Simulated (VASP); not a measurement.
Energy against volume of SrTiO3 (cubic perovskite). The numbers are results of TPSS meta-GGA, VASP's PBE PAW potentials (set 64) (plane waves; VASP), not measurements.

| V (Å³/atom) | E (eV/atom) |
|---|---|
| 11.391 | -12.53974 |
| 11.754 | -12.56145 |
| 12.118 | -12.56875 |
| 12.481 | -12.56394 |
| 12.845 | -12.54866 |

Question: Fit a third-order Birch-Murnaghan equation of state.

Answer: 
- volume per atom: 12.15 Å³/atom
- bulk modulus: 1770 kbar
- pressure derivative of the bulk modulus: 4.37
- lattice constant a: 3.931 Å

Measured: a 3.890 Å at 0 K (computed value off by +1.1 %), as given by D. I. Bilc et al., Physical Review B (2008), arXiv:0805.0753 [cubic phase extrapolated to 0 K].

The compound is SrTiO3 in the cubic perovskite structure, the ideal cubic form; the compound distorts at low or room temperature. It was relaxed first.
